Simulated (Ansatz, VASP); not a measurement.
# TiRe in two plane-wave programs

Aim: how closely do two programs agree when they are given the same cell, functional and k mesh? The cell is taken from a series of runs on this material, whose earlier steps may have relaxed, scaled, displaced or heated it; both programs get it as it stands.

Main program and level: Ansatz 0.2.0; plane waves, with VASP 6.6.1 beside it; relaxation of cell and atoms at PBEsol and zone-centre phonons at PBEsol.

**1. The structure**

Symmetry: Pm-3m, No. 221, cubic system. The conventional cell has a = 3.083 Å, b = 3.083 Å, c = 3.083 Å, α = 90.00°, β = 90.00°, γ = 90.00°. Nearest to Ti lie 8 Re at 2.67 Å. Nearest to Re lie 8 Ti at 2.67 Å. Farther neighbours are not listed.

Structure file:

```xyz
2
Lattice="3.0834 0.0000 0.0000 0.0000 3.0834 0.0000 0.0000 0.0000 3.0834" Properties=species:S:1:pos:R:3 pbc="T T T"
Ti    1.5417    1.5417    1.5417
Re    0.0000    0.0000    0.0000
```

**2. VASP: relaxation of cell and atoms, PBEsol**

The relaxed volume is the usual yardstick between codes: in a stiff, nearly cubic crystal its relative difference is about their pressure difference at one cell divided by the bulk modulus.

Lines of VASP's logs that name or quote its potential files are left out, and so is its time.

File INCAR:

```
SYSTEM = TiRe
PREC = Accurate
ENCUT = 600
EDIFF = 1E-07
NELM = 120
ISMEAR = 1
SIGMA = 0.2
LREAL = .FALSE.
ALGO = Normal
GGA = PS
NBANDS = 15
LASPH = .TRUE.
LORBIT = 11
LWAVE = .FALSE.
LCHARG = .FALSE.
ISIF = 3
IBRION = 2
NSW = 80
EDIFFG = -0.005
GGA_COMPAT = .FALSE.
NELMIN = 4
KPAR = 2
```

File POSCAR:

```
TiRe
1.0
    3.0833970000      0.0000000000      0.0000000000
    0.0000000000      3.0833970000      0.0000000000
    0.0000000000      0.0000000000      3.0833970000
Ti Re
1 1
Direct
    0.4999998378      0.4999998378      0.4999998378
    0.0000000000      0.0000000000      0.0000000000
```

File KPOINTS:

```
Automatic mesh
0
Gamma
16 16 16
0 0 0
```

The projector-augmented-wave data sets are Ti_sv and Re (PBE family, release 64).

On the command line:

```sh
mpirun -np 2 vasp_std
```

Numbers of over 12 decimals in the logs are rounded to 6 here.

The log of the run:

```text
[banner, memory and clock lines left out]
running    2 mpi-ranks, on    1 nodes
 distrk:  each k-point on    1 cores,    2 groups
 distr:  one band on    1 cores,    1 groups

 POSCAR found type information on POSCAR TiRe
 POSCAR found :  2 types and       2 ions
|                                                                             |
|               ----> ADVICE to this user running VASP <----                  |
|                                                                             |
|     You enforced a specific xc type in the INCAR file but a different       |
|     [... a line on the potential file left out ...]
|     I HOPE YOU KNOW WHAT YOU ARE DOING!                                     |
|                                                                             |

 LDA part: xc-table for (Slater+PW92), standard interpolation
 POSCAR, INCAR and KPOINTS ok, starting setup
 FFT: planning ... GRIDC
 FFT: planning ... GRID_SOFT
 FFT: planning ... GRID
 WAVECAR not read
 entering main loop
       N       E                     dE             d eps       ncg     rms          rms(c)
DAV:   1     0.138695950947E+03    0.13870E+03   -0.10831E+04  7446   0.172E+03
DAV:   2    -0.134572334767E+02   -0.15215E+03   -0.14794E+03  7913   0.594E+02
DAV:   3    -0.232997495103E+02   -0.98425E+01   -0.97093E+01  8108   0.101E+02
DAV:   4    -0.243173471847E+02   -0.10176E+01   -0.10116E+01  6927   0.207E+01
DAV:   5    -0.244118694140E+02   -0.94522E-01   -0.94437E-01  7735   0.660E+00    0.290E+01
DAV:   6    -0.231081041192E+02    0.13038E+01   -0.85494E+00  8799   0.335E+01    0.154E+01
DAV:   7    -0.228817986350E+02    0.22631E+00   -0.59743E+00  9547   0.378E+01    0.489E+00
DAV:   8    -0.225180920889E+02    0.36371E+00   -0.14566E+00  9105   0.146E+01    0.143E+00
DAV:   9    -0.225190990210E+02   -0.10069E-02   -0.64678E-02  8216   0.351E+00    0.861E-01
DAV:  10    -0.225180393478E+02    0.10597E-02   -0.81348E-03  8366   0.121E+00    0.100E-01
DAV:  11    -0.225182654850E+02   -0.22614E-03   -0.89556E-04  7660   0.354E-01    0.118E-01
DAV:  12    -0.225180898347E+02    0.17565E-03   -0.50422E-04  8504   0.222E-01    0.111E-02
DAV:  13    -0.225180902907E+02   -0.45604E-06   -0.11129E-05  6841   0.489E-02    0.753E-03
DAV:  14    -0.225180906499E+02   -0.35916E-06   -0.77579E-07  7694   0.142E-02    0.122E-03
DAV:  15    -0.225180906800E+02   -0.30091E-07   -0.70381E-08  3622   0.304E-03
   1 F= -.22518091E+02 E0= -.22519001E+02  d E =-.225181E+02
 curvature:   0.00 expect dE= 0.000E+00 dE for cont linesearch  0.000E+00
 trial: gam= 0.00000 g(F)=  0.000E+00 g(S)=  0.664E-04 ort = 0.000E+00 (trialstep = 0.100E+01)
 search vector abs. value=  0.664E-04
 bond charge predicted
       N       E                     dE             d eps       ncg     rms          rms(c)
DAV:   1    -0.225189778482E+02   -0.88720E-03   -0.27846E-02  7344   0.503E+00    0.380E-01
DAV:   2    -0.225186188073E+02    0.35904E-03   -0.84208E-03  8633   0.113E+00    0.259E-01
DAV:   3    -0.225180676746E+02    0.55113E-03   -0.35061E-03  8856   0.882E-01    0.672E-02
DAV:   4    -0.225180192852E+02    0.48389E-04   -0.36832E-04  7141   0.195E-01    0.327E-02
DAV:   5    -0.225180397751E+02   -0.20490E-04   -0.52108E-05  8265   0.597E-02    0.122E-02
DAV:   6    -0.225180454125E+02   -0.56374E-05   -0.89903E-06  7174   0.207E-02    0.113E-02
DAV:   7    -0.225180499300E+02   -0.45176E-05   -0.33014E-06  7020   0.168E-02    0.560E-03
DAV:   8    -0.225180527652E+02   -0.28351E-05   -0.69809E-06  7326   0.217E-02    0.130E-03
DAV:   9    -0.225180527683E+02   -0.31498E-08   -0.11952E-06  5175   0.826E-03    0.208E-03
DAV:  10    -0.225180528902E+02   -0.12189E-06   -0.21631E-07  4603   0.379E-03    0.143E-03
DAV:  11    -0.225180529549E+02   -0.64674E-07   -0.58357E-08  2998   0.271E-03
   2 F= -.22518053E+02 E0= -.22518963E+02  d E =0.377251E-04
 trial-energy change:    0.000038  1 .order    0.000041   -0.000066    0.000149
 step:   0.3296(harm=  0.3089)  dis= 0.00000  next Energy=   -22.518102 (dE=-0.111E-04)
 bond charge predicted
       N       E                     dE             d eps       ncg     rms          rms(c)
DAV:   1    -0.225185215372E+02   -0.46865E-03   -0.12489E-02  7351   0.335E+00    0.255E-01
DAV:   2    -0.225183673838E+02    0.15415E-03   -0.38766E-03  8664   0.766E-01    0.175E-01
DAV:   3    -0.225181112410E+02    0.25614E-03   -0.15983E-03  8797   0.595E-01    0.445E-02
DAV:   4    -0.225180895924E+02    0.21649E-04   -0.16279E-04  7072   0.130E-01    0.221E-02
DAV:   5    -0.225180978783E+02   -0.82859E-05   -0.24326E-05  8403   0.409E-02    0.825E-03
DAV:   6    -0.225180999161E+02   -0.20378E-05   -0.38196E-06  6783   0.136E-02    0.770E-03
DAV:   7    -0.225181015116E+02   -0.15955E-05   -0.12862E-06  6908   0.104E-02    0.413E-03
DAV:   8    -0.225181023414E+02   -0.82985E-06   -0.34994E-06  6866   0.160E-02    0.109E-03
DAV:   9    -0.225181023999E+02   -0.58511E-07   -0.66323E-07  4832   0.614E-03
   3 F= -.22518102E+02 E0= -.22519013E+02  d E =-.117199E-04
 curvature:  -0.15 expect dE=-0.142E-06 dE for cont linesearch -0.142E-06
 trial: gam= 0.00000 g(F)=  0.567E-46 g(S)=  0.920E-06 ort =-0.781E-05 (trialstep = 0.866E+00)
 search vector abs. value=  0.920E-06
 reached required accuracy - stopping structural energy minimisation
```

Parts of OUTCAR (step 2):

```text
ion  position               nearest neighbor table
   1  0.500  0.500  0.500-   2 2.67   2 2.67   2 2.67   2 2.67   2 2.67   2 2.67   2 2.67   2 2.67

  LATTYP: Found a simple cubic cell.
 ALAT       =     3.0833970000

 Subroutine GETGRP returns: Found 48 space group operations
 (whereof 48 operations were pure point group operations)

The static configuration has the point symmetry O_h .

 Found    165 irreducible k-points:

   k-points           NKPTS =    165   k-points in BZ     NKDIM =    165   number of bands    NBANDS=     15

   dimension x,y,z NGX =    28 NGY =   28 NGZ =   28
   dimension x,y,z NGXF=    56 NGYF=   56 NGZF=   56

   ENCUT  =  600.0 eV  44.10 Ry    6.64 a.u.   6.16  6.16  6.16*2*pi/ulx,y,z

   NELECT =      19.0000    total number of electrons

 k-points in reciprocal lattice and weights: Automatic mesh
   0.00000000  0.00000000  0.00000000       0.000
   0.06250000  0.00000000  0.00000000       0.001
   0.12500000  0.00000000  0.00000000       0.001
   0.18750000  0.00000000  0.00000000       0.001
   0.25000000  0.00000000  0.00000000       0.001
   0.31250000  0.00000000  0.00000000       0.001
   0.37500000  0.00000000  0.00000000       0.001
   0.43750000  0.00000000  0.00000000       0.001
   0.50000000  0.00000000  0.00000000       0.001
[...]
0.50000000  0.50000000  0.43750000       0.001
   0.50000000  0.50000000  0.50000000       0.000

 average (electrostatic) potential at core
       1 -71.3141       2 -37.7011

 E-fermi :   8.3823

 k-point     1 :       0.0000    0.0000    0.0000
  band No.  band energies     occupation
    ...
      6       4.0197      2.00000
      7       4.0197      2.00000
      8       8.3635      1.15833
      9       8.3635      1.15833
     10       8.3635      1.15831
     11      11.3982     -0.00000
     12      11.3982     -0.00000
     13      13.3746      0.00000
     14      13.3746      0.00000
     15      13.3746      0.00000

 k-point     2 :       0.0625    0.0000    0.0000
  band No.  band energies     occupation
    ...
      6       4.0636      2.00000
      7       4.0887      2.00000
      8       8.3478      1.28724
      9       8.3478      1.28722
     10       8.3992      0.85725
     11      11.2999     -0.00000
     12      11.4331     -0.00000
     13      13.1420      0.00000
     14      13.1420      0.00000
     15      13.3159      0.00000

 k-point     3 :       0.1250    0.0000    0.0000
  band No.  band energies     occupation
    ...
      5       0.9541      2.00000
      6       4.1941      2.00000
      7       4.2877      2.00000
      8       8.3056      1.59936
      9       8.3056      1.59935
     10       8.5056      0.14542
     11      11.0173     -0.00000
     12      11.5334     -0.00000
     13      12.5882      0.00000
     14      12.5882      0.00000
    ...

  Total        0.0035651      0.0035651      0.0035651      0.0000000     -0.0000000      0.0000000
  in kB        0.1949865      0.1949865      0.1949865      0.0000000     -0.0000000      0.0000000
  external PRESSURE =       0.1949865 kB  Pullay stress =       0.0000000 kB

  energy-cutoff  :      600.00
  volume of cell :       29.29
      direct lattice vectors                 reciprocal lattice vectors
     3.082654517  0.000000000 -0.000000000     0.324395742 -0.000000000 -0.000000000
     0.000000000  3.082654517  0.000000000    -0.000000000  0.324395742 -0.000000000
     0.000000000  0.000000000  3.082654517     0.000000000 -0.000000000  0.324395742

 POSITION                                       TOTAL-FORCE (eV/Angst)
 -----------------------------------------------------------------------------------
      1.54133      1.54133      1.54133         0.000000      0.000000      0.000000
      0.00000      0.00000      0.00000        -0.000000     -0.000000      0.000000
 -----------------------------------------------------------------------------------
    total drift:                                0.000975      0.000975      0.000975

  FREE ENERGIE OF THE ION-ELECTRON SYSTEM (eV)
  ---------------------------------------------------
  free  energy   TOTEN  =       -22.5181023999 eV

  energy  without entropy=      -22.5208338310  energy(sigma->0) =      -22.51901288

 reached required accuracy - stopping structural energy minimisation

 total charge
# of ion       s       p       d       tot
------------------------------------------
    1        2.257   6.213   2.011  10.481
    2        0.638   0.519   4.934   6.091
--------------------------------------------------
tot          2.895   6.732   6.946  16.572

[... 3 further parts left out ...]
```

The data set Re keeps the semicore shell frozen, which is cheaper and a little less accurate.

**3. Ansatz: relaxation of cell and atoms, PBEsol**

Ansatz runs on its PAW soft_1 files.

The same cell, functional, mesh and smearing now go to Ansatz, which takes its cutoff from its data sets.

File input.yaml:

```yaml
crystal:
  lattice:
    - [3.0833968513, 0.0, 0.0]
    - [0.0, 3.0833968513, 0.0]
    - [0.0, 0.0, 3.0833968513]
  atoms:
    - { symbol: Ti, position: [0.5, 0.5, 0.5] }
    - { symbol: Re, position: [0.0, 0.0, 0.0] }
kpoints:
  mp_grid: { grid: [16, 16, 16] }
hamiltonian:
  xc: pbesol
  pseudopotentials: { kind: paw, azcp: { folder: soft_1 }, xc_functional: pbe }
scf:
  occupations: { method: methfessel_paxton, width: 0.2 }
output:
  forces: true
  stress: true
  eigenvalues: true
relax:
  adjacent_minimum: "off"
  f_tol: 0.001
  max_steps: 60
  cell: { stress_tol: 0.01 }
```

On the command line:

```sh
ansatz run input.yaml --threads 4 --pin off --max-ram 10240MiB --backend cpu --events-out ev --progress --plain --runs-dir out
```

The log of the run:

```text
Engine: ansatz 0.2.0, aarch64-unknown-linux-gnu
Pseudopotentials: kind: paw
Pseudopotential: Ti, paw, valence charge 12, recommended cutoff 420 eV (normal), soft_1/Ti.paw.azcp
Pseudopotential: Re, paw, valence charge 15, recommended cutoff 420 eV (normal), soft_1/Re.paw.azcp
Functional definition: PBEsol
  exchange = pbesol_x
  correlation = pbesol_c
Crystal: 2 atoms, lattice volume = 29.315 Å³
Basis set: ecut = 420 eV, 587 PW (Γ), exchange–correlation on 48×48×48 points (8 copies of the dense FFT grid, shifted against one another)
Bands: 18, of which v1, the nominal top of the filled ones, is band 14 counted from 1 (13 counted from 0)
Symmetry: 48 space group operations
Space group: Pm-3m (ITA 221), of the structure as read, at distance tolerance 3.1e-5 Å
k-points: 165 of 4096
Non-local potential: Ti, projectors of the file, l = 0: 3, l = 1: 2, l = 2: 3, l = 3: 1
Non-local potential: Re, projectors of the file, l = 0: 3, l = 1: 2, l = 2: 2, l = 3: 1
PAW form: soft (Blöchl's): semilocal exchange-correlation on the pseudo side does not see the compensation charge
PAW frozen core: Ti, regenerated for the run's functional, and the local potential with it (the file was generated under x = pbe(κ = 0.804, μ = 0.219515), c = pbe(β = 0.066725))
PAW frozen core: Re, regenerated for the run's functional, and the local potential with it (the file was generated under x = pbe(κ = 0.804, μ = 0.219515), c = pbe(β = 0.066725))
PAW one-centre angular grid: Ti, 590 points (default); XC on 64 Gauss nodes
PAW one-centre angular grid: Re, 590 points (default); XC on 64 Gauss nodes
Initial density: superposition of atomic densities (chi_scale 0.1, normalization cell, long waves kept (reshape's long-wave potential 0.00 eV rms))
Initial wavefunctions: pseudopotential atomic-orbital guess
Functional: x = pbesol(κ = 0.804, μ = 0.123457), c = pbesol(β = 0.046)
SCF iter   1: F=—  HF=-13213.703730 eV  |F-HF|=—  |Δ(HF+E_count)|=         —  Δρ=8.28e-2  dr2=2.89e0  ethr=3.10e-3  ⟨swp⟩=3.9  Hψ=11442  notcnv=0
preconditioner: auto → none  [metal: Δε(μ)=0.011 eV  Ē_g=5.138 eV  σ=0.200 eV  W_gap=0.05  n_scr=6 (ndim 8)  ℏωp=22.7 eV  f_vac=0.000  D(μ)=1.84/eV (n_scr^D=18)  sad-step TF]
SCF iter   2: F=—  HF=-13213.316645 eV  |F-HF|=—  |Δ(HF+E_count)|=   3.87e-1  S|Δr|=    0.00e0  Δρ=5.70e-2  dr2=1.49e0  ethr=3.10e-3  ⟨swp⟩=2.3  Hψ=5226  notcnv=0  defer=11
SCF iter   3: F=—  HF=-13213.065919 eV  |F-HF|=—  |Δ(HF+E_count)|=   2.51e-1  S|Δr|=    0.00e0  Δρ=5.00e-3  dr2=9.06e-3  ethr=3.10e-3  ⟨swp⟩=2.0  Hψ=4500  notcnv=0  defer=10
SCF iter   4: F=—  HF=-13213.065477 eV  |F-HF|=—  |Δ(HF+E_count)|=   4.42e-4  S|Δr|=    0.00e0  Δρ=1.02e-3  dr2=2.12e-4  ethr=3.36e-5  ⟨swp⟩=2.5  Hψ=5249  notcnv=0  defer=4
SCF iter   5: F=—  HF=-13213.065470 eV  |F-HF|=—  |Δ(HF+E_count)|=   6.92e-6  S|Δr|=    0.00e0  Δρ=1.48e-4  dr2=9.65e-6  ethr=7.86e-7  ⟨swp⟩=2.6  Hψ=4546  notcnv=0  defer=4
SCF iter   6: F=—  HF=-13213.065485 eV  |F-HF|=—  |Δ(HF+E_count)|=   1.51e-5  S|Δr|=    0.00e0  Δρ=1.40e-5  dr2=9.62e-8  ethr=3.70e-10  ⟨swp⟩=3.8  Hψ=12017  notcnv=0
SCF iter   7: F=-13213.065485 eV  HF=-13213.065485 eV  |F-HF|=7.97e-10  |Δ(HF+E_count)|=   1.42e-8  S|Δr|=    0.00e0  Δρ=1.43e-6  dr2=8.68e-10  ethr=3.56e-10  ⟨swp⟩=2.3  Hψ=9691  notcnv=0
SCF 1 converged in 7 iterations: F = -13213.065485 eV  dr2 = 8.68e-10
  greatest PAW one-centre occupation: 0.999 electrons in one spin orbital (limit 2), on the Re atom at site 1 (counted from 0), in its partial waves of l = 0
relax step   1: F+E_penalty+E_count = -13213.06548508 eV  Δ(F+E_penalty+E_count) = +0.000e0 eV  max|allowed force component| = 4.996e-30 eV/Å  Δτ_max = 0.0000 Å  P = -0.096 GPa  Ω = 29.315 Å³  (7 SCF iters, dr2 threshold 1.00e-7 eV, accepted)
[...]
relax step   2: F+E_penalty+E_count = -13213.06549378 eV  Δ(F+E_penalty+E_count) = -8.692e-6 eV  max|allowed force component| = 1.170e-29 eV/Å  Δτ_max = 0.0000 Å  P = +0.112 GPa  Ω = 29.290 Å³  energy of the carried Pulay correction = +9.833e-6 eV  (3 SCF iters, dr2 threshold 2.32e-8 eV, rejected (line search))
[...]
relax step   3: F+E_penalty+E_count = -13213.06549312 eV  Δ(F+E_penalty+E_count) = -8.039e-6 eV  max|allowed force component| = 2.741e-29 eV/Å  Δτ_max = 0.0000 Å  P = -0.000 GPa  Ω = 29.303 Å³  energy of the carried Pulay correction = +4.560e-6 eV  (5 SCF iters, accepted)
[...]
relax step   4: F+E_penalty+E_count = -13213.06548845 eV  Δ(F+E_penalty+E_count) = +4.669e-6 eV  max|allowed force component| = 1.735e-29 eV/Å  Δτ_max = 0.0000 Å  P = -0.000 GPa  Ω = 29.303 Å³  stress off target by 3.93e-5 GPa  SCF on the basis re-selected at this cell (its energy is not comparable with the rows above)  (4 SCF iters)
basis re-selected at this cell: Δ(F+E_penalty+E_count) = +4.669e-6 eV, ΔP = +0.000 GPa vs the last step (what re-selecting the basis moved, of the pressure what is left beyond the Pulay correction that the steps carried, after the strain that the cell walked since its last selection, with what the two solves' SCF thresholds leave and, on support functions, any second-order correction that the steps lacked; it is no m [...]
SCF converged after 4 iterations
Stability not checked: this state was not tested for a lower state beside it, because cold or Methfessel-Paxton smearing, or corrected tetrahedra, fill the levels in a way that the test cannot read (fill_not_monotonic; see scf.lower_state_search)
Free energy (F): -13213.065488 eV
Harris-Foulkes:  -13213.065488 eV  (|F-HF|=1.82e-12)
Internal energy: -13213.068136 eV  (E = F + TS)
E sigma→0 (E₀):  -13213.066150 eV
Entropy (-TS):   0.002648 eV (1.324 meV/atom)
Fermi energy:    19.434266 eV
--- Per-component energies (eV) ---
  E_band       = -208.381921
  E_kinetic    = 806.593281
  E_local      = -1568.375780  (includes V_loc(G=0)·N_el)
  E_nonlocal   = 145.972323
  E_hartree    = 586.058509
  E_xc         = -470.554846
  E_vxc        = -436.516471  (∫ρ·V_xc dr)
  E_paw        = -9593.920426  (= ΣΔE_a)
  E_vpaw       = -328.172279  (= ΣTr[D̂ρ^β])
  E_aug_tail   = -0.000018  (compensation charges beyond the density's cutoff)
  E_ewald      = -3119.213890
  E_core_change = 0.372711  (= ΣΔE_core)
  E_smearing   = 0.002648  (= −TS)
  E_closure    = -0.000000  (closes the sum)
  Σ components = -13213.065488   (vs F -13213.065488, Δ=0.00e0)
--- Forces (eV/Å), atoms counted from 1 ---
  atom   1  Ti     0.00000000     0.00000000     0.00000000
  atom   2  Re    -0.00000000     0.00000000    -0.00000000
  max |Σ_I F_I| component: 2.63e-29 eV/Å
--- Stress (GPa, compression-positive) ---
       -0.000039       0.000000       0.000000
       -0.000000      -0.000039       0.000000
        0.000000       0.000000      -0.000039
  P = ⅓ Tr σ = -0.0000 GPa (-0.000 kbar)
--- Band table (eV; the first three rows and the last of 165) ---
  k-point 0: bands = [... 10 lower, 15.0657, 19.4175, 19.4175, 19.4175, 22.4602, 22.4602, 24.4450, 24.4450]
  k-point 1: bands = [... 10 lower, 15.1349, 19.4017, 19.4017, 19.4533, 22.3602, 22.4954, 24.2082, 24.2082]
  k-point 2: bands = [... 10 lower, 15.3349, 19.3592, 19.3592, 19.5598, 22.0729, 22.5965, 23.6472, 23.6472]
  k-point 164: bands = [... 10 lower, 16.8509, 18.7736, 18.7736, 18.7736, 22.6759, 22.6759, 23.3833, 23.3833]
--- Relaxed structure (3 steps of the walk, 2 accepted, 1 SCFs on fresh bases) ---
  F+E_penalty+E_count = -13213.06548845 eV   max|allowed force component| = 1.735e-29 eV/Å   (the final SCF, on the basis selected at the relaxed cell)
  cell:  # Å, volume = 29.3034 Å³
    - [3.082993, 0.0, 0.0]
    - [0.0, 3.082993, 0.0]
    - [0.0, 0.0, 3.082993]
  atoms:
    - { symbol: Ti, position: [0.5, 0.5, 0.5] }
    - { symbol: Re, position: [0, 0, 0.0] }
```

**4. Comparison**

Known differences besides the potentials themselves: the data sets hold 27 valence electrons in Ansatz (on its PAW soft_1 files) and 19 in VASP; the cutoff is 420 eV in Ansatz and 600 eV in VASP; Ansatz makes its cores anew for this functional, VASP keeps those of its PBE data sets; Ansatz adds a Pulay correction to the stress that steers its cell, VASP none. Total energies have different zeros and are not compared.

Compared:

```
                                         quantity  Ansatz   VASP  difference
                                      volume (Å³)   29.30  29.29     +0.03 %
edge a after relaxation, in the typed setting (Å)   3.083  3.083     +0.01 %
```

(Continued in part 2 of 2.)

[Lines on the potential files, build, host, timing and source positions are cut from VASP's logs without a mark.]

[Logs are printed without paths, hosts, clocks, repeated set-up lines and the standing remarks that a program may print on its own settings, such as how far it seeks lower states.]

[Hosts, paths, dates, database ids (printed as entryN), source tags and the programs' standing remarks are cut or masked in the printed files.]
